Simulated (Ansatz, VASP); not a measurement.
# Zr (Zirconium): VASP beside Ansatz, part 2 of 2

One calculation is typed for both programs; each brings its own data sets. How far apart do they land? The cell is taken from a series of runs on this material, whose earlier steps may have relaxed, scaled, displaced or heated it; both programs get it as it stands.

VASP 6.6.1 and Ansatz 0.2.0.

So far: The structure; VASP: zone-centre phonons, LDA.

## 3. Ansatz: zone-centre phonons, LDA

Level of this step: Ansatz beside VASP: Kohn-Sham DFT, plane waves, LDA (Ansatz).

Ansatz runs on its PAW soft_1 files.

The same cell, functional (in two slightly different forms), mesh and smearing now go to Ansatz, which takes its cutoff from its data sets.

The input, input.yaml:

```yaml
crystal:
  lattice:
    - [3.2687436628, 0.0, 0.0]
    - [-1.6343718314, 2.8308150504, 0.0]
    - [0.0, 0.0, 4.9240025457]
  atoms:
    - { symbol: Zr, position: [0.3333333333, 0.6666666667, 0.25] }
    - { symbol: Zr, position: [0.6666666667, 0.3333333333, 0.75] }
kpoints:
  mp_grid: { grid: [15, 15, 8] }
hamiltonian:
  xc: lda
  pseudopotentials: { kind: paw, azcp: { folder: soft_1 }, xc_functional: pbe }
scf:
  occupations: { method: methfessel_paxton, width: 0.2 }
output:
  eigenvalues: true
phonons:
  method: dfpt
```

Run with:

```bash
$ ansatz run input.yaml --threads 4 --pin off --max-ram 10240MiB --backend cpu --events-out ev --progress --plain --runs-dir out
```

Numbers of over 12 decimals in the logs are rounded to 6 here.

What it wrote:

```text
zone centre: on kpoints.mp_grid the ground state, and the responses unless they are solved on pairs of k-points, stand on 320 of the mesh's 1800 k-points, reduced under 4 symmetry operations, with k and −k counted as one. Each operation leaves every solved displacement unchanged or reverses it
Engine: ansatz 0.2.0, aarch64-unknown-linux-gnu
Pseudopotentials: kind: paw
Pseudopotential: Zr, paw, valence charge 12, recommended cutoff 420 eV (normal), soft_1/Zr.paw.azcp
Functional definition: SPW92
  exchange = slater_x
  correlation = pw_c
Crystal: 2 atoms, lattice volume = 45.563 Å³
Basis set: ecut = 420 eV, 929 PW (Γ), exchange–correlation on 48×48×72 points (8 copies of the dense FFT grid, shifted against one another)
Bands: 16, of which v1, the nominal top of the filled ones, is band 12 counted from 1 (11 counted from 0)
Symmetry: 24 space group operations
k-points: 320 of 1800 (irreducible under 4 space group operations, time reversal used)
Non-local potential: Zr, projectors of the file, l = 0: 3, l = 1: 2, l = 2: 2, l = 3: 1
PAW form: soft (Blöchl's): semilocal exchange-correlation on the pseudo side does not see the compensation charge
PAW frozen core: Zr, regenerated for the run's functional, and the local potential with it (the file was generated under x = pbe(κ = 0.804, μ = 0.219515), c = pbe(β = 0.066725))
PAW one-centre angular grid: Zr, 590 points (default); XC on 64 Gauss nodes
Initial density: superposition of atomic densities (chi_scale 0.1, normalization cell)
Initial wavefunctions: pseudopotential atomic-orbital guess
Functional: x = slater, c = lda
SCF iter   1: F=—  HF=-8155.091535 eV  |F-HF|=—  |Δ(HF+E_count)|=         —  Δρ=2.88e-2  dr2=4.76e-1  ethr=3.10e-3  ⟨swp⟩=5.1  Hψ=47291  notcnv=0
automatic band count: the SCF goes on with 20 bands, as 16 were too few: they end inside the smearing window of the response
preconditioner: auto → none  [metal: Δε(μ)=0.010 eV  Ē_g=5.202 eV  σ=0.200 eV  W_gap=0.04  n_scr=8 (ndim 8)  ℏωp=15.6 eV  f_vac=0.000  D(μ)=1.86/eV (n_scr^D=22)  sad-step TF]
SCF iter   2: F=—  HF=-8154.977355 eV  |F-HF|=—  |Δ(HF+E_count)|=   1.14e-1  S|Δr|=    0.00e0  Δρ=1.84e-2  dr2=1.91e-1  ethr=1.98e-3  ⟨swp⟩=1.0  Hψ=8961  notcnv=0
SCF iter   3: F=—  HF=-8154.906387 eV  |F-HF|=—  |Δ(HF+E_count)|=   7.10e-2  S|Δr|=    0.00e0  Δρ=1.16e-3  dr2=4.65e-4  ethr=7.96e-4  ⟨swp⟩=3.0  Hψ=11403  notcnv=0
SCF iter   4: F=—  HF=-8154.906283 eV  |F-HF|=—  |Δ(HF+E_count)|=   1.05e-4  S|Δr|=    0.00e0  Δρ=2.41e-4  dr2=7.65e-6  ethr=1.94e-6  ⟨swp⟩=2.0  Hψ=9768  notcnv=0
SCF iter   5: F=—  HF=-8154.906285 eV  |F-HF|=—  |Δ(HF+E_count)|=   2.28e-6  S|Δr|=    0.00e0  Δρ=3.46e-5  dr2=2.79e-7  ethr=3.19e-8  ⟨swp⟩=2.3  Hψ=9846  notcnv=0
SCF iter   6: F=—  HF=-8154.906284 eV  |F-HF|=—  |Δ(HF+E_count)|=   8.39e-7  S|Δr|=    0.00e0  Δρ=5.65e-6  dr2=9.75e-9  ethr=1.16e-9  ⟨swp⟩=2.3  Hψ=9871  notcnv=0  defer=199
SCF iter   7: F=—  HF=-8154.906284 eV  |F-HF|=—  |Δ(HF+E_count)|=   2.85e-9  S|Δr|=    0.00e0  Δρ=9.60e-7  dr2=2.04e-10  ethr=4.06e-11  ⟨swp⟩=2.5  Hψ=9891  notcnv=0  defer=203
SCF iter   8: F=-8154.906284 eV  HF=-8154.906284 eV  |F-HF|=4.55e-12  |Δ(HF+E_count)|=  4.46e-11  S|Δr|=    0.00e0  Δρ=7.63e-8  dr2=1.53e-12  ethr=1.00e-12  ⟨swp⟩=9.7  Hψ=29249  notcnv=0
SCF 1 converged in 8 iterations: F = -8154.906284 eV  dr2 = 1.53e-12
  greatest PAW one-centre occupation: 0.994 electrons in one spin orbital (limit 2), on the Zr atom at site 1 (counted from 0), in its partial waves of l = 0
DFPT response loops at Γ: preconditioner auto → Kerker (q_TF=auto, 2.452 Å⁻¹) (partly filled bands, converged f_vac=0.000); β = 1.00, the filter's whole step (`scf.mixing.beta` (0.50) is not read by the response loops under this deck's `scf.mixing.preconditioner`; to damp them name `kerker` or `kerker_dos`, under which they read `scf.mixing.beta`, and type it under 1.00, their step now; both keys bind the ground state too); Broyden in place of MSR1
SCF converged after 8 iterations
Stability not checked: this state was not tested for a lower state beside it, because cold or Methfessel-Paxton smearing, or corrected tetrahedra, fill the levels in a way that the test cannot read (fill_not_monotonic; see scf.lower_state_search)
Free energy (F): -8154.906284 eV
Harris-Foulkes:  -8154.906284 eV  (|F-HF|=4.55e-12)
Internal energy: -8154.907372 eV  (E = F + TS)
E sigma→0 (E₀):  -8154.906556 eV
Entropy (-TS):   0.001088 eV (0.544 meV/atom)
Fermi energy:    14.092467 eV
Step filling:    the computed levels leave a gap of 0.0000 eV = 0.0 smearing widths at the electron count; against every level under it full and every level over it empty, smearing changes F+E_penalty+E_count by +0.995 meV and its σ→0 estimate by +0.723 meV
--- Per-component energies (eV) ---
  E_band       = -190.718663
  E_kinetic    = 632.517100
  E_local      = -1200.132596  (includes V_loc(G=0)·N_el)
  E_nonlocal   = 158.617017
  E_hartree    = 388.654940
  E_xc         = -306.816581
  E_vxc        = -364.557222  (∫ρ·V_xc dr)
  E_paw        = -5717.750077  (= ΣΔE_a)
  E_vpaw       = -194.472787  (= ΣTr[D̂ρ^β])
  E_aug_tail   = -0.000048  (compensation charges beyond the density's cutoff)
  E_ewald      = -2110.737929
  E_core_change = 0.740800  (= ΣΔE_core)
  E_smearing   = 0.001088  (= −TS)
  E_closure    = -0.000000  (closes the sum)
  Σ components = -8154.906284   (vs F -8154.906284, Δ=0.00e0)
--- Band table (eV; the first three rows and the last of 320) ---
  k-point 0: bands = [... 8 lower, 8.3823, 10.9655, 14.7819, 14.7819, 15.5339, 15.6290, 15.6290, 15.7902, ... 4 higher]
  k-point 1: bands = [... 8 lower, 8.5285, 10.9816, 14.6505, 14.6505, 15.4111, 15.4845, 15.4845, 15.5581, ... 4 higher]
  k-point 2: bands = [... 8 lower, 8.9458, 10.9715, 14.4862, 14.4862, 14.9049, 15.0818, 15.1583, 15.1583, ... 4 higher]
  k-point 319: bands = [... 8 lower, 11.7501, 11.7501, 13.4423, 13.4423, 14.0725, 14.0725, 15.8498, 15.8498, ... 4 higher]
--- Phonons (Γ-DFPT): 2 representative perturbations + reference, on 320 of 1800 k-points (Σ response iterations 6) ---
  k mesh reduced under 4 symmetry operations, with k and −k counted as one. Each operation leaves every solved displacement unchanged or reverses it
  ASR residual: 2.358e-5 → 0.000e0 eV/Å²; symmetrization residual: 9.237e-14 eV/Å²
  ASR residual per site (eV/Å²): 2.36e-5 2.36e-5
  Γ frequencies (cm⁻¹): 0.00 0.00 0.00 68.51 68.51 176.13
  non-analytic LO–TO correction: not included (Born effective charges unavailable; polar crystals: no LO–TO splitting at Γ)
```

Reading the cycles: dr2 is the Hartree energy of the density residual (eV), the measure of convergence; HF is the Harris–Foulkes estimate of the energy, which meets the free energy F at convergence.

## 4. Comparison

Known differences besides the potentials themselves: the cutoff is 420 eV in Ansatz and 500 eV in VASP; VASP's log shows a relativistic correction to its local exchange, Ansatz's none. Total energies have different zeros and are not compared.

The two programs side by side:

```tsv
quantity	Ansatz	VASP	difference
optical mode 1 to 2 (cm⁻¹)	68.5	67.8	+1.09 %
optical mode 3 (cm⁻¹)	176.1	176.1	+0.04 %
```

Modes are paired by rising frequency, not by their patterns, so a pair may set unlike modes beside each other; they are those without the splitting of longitudinal modes.

## 5. Outcome

```json
{
 "r.m.s. difference of the optical zone-centre modes, each program's sorted by frequency (zone-centre phonons, LDA)": "0.61 cm⁻¹",
 "difference in optical mode 1 to 2 (zone-centre phonons, LDA)": "+1.1 %"
}
```

What this shows: The r.m.s. difference of the optical zone-centre modes, each program's sorted by frequency is 0.61 cm⁻¹ (zone-centre phonons, LDA). Among the rows given in per cent, the largest difference of the zone-centre phonons, LDA pair is in optical mode 1 to 2, +1.1 %. How closely two codes agree says nothing of how well the functional describes the real material.

[Lines on the potential files, build, host, timing and source positions are cut from VASP's logs without a mark.]

[Logs are printed without paths, hosts, clocks, repeated set-up lines and the standing remarks that a program may print on its own settings, such as how far it seeks lower states.]

[Hosts, paths, dates, database ids (printed as entryN), source tags and the programs' standing remarks are cut or masked in the printed files.]
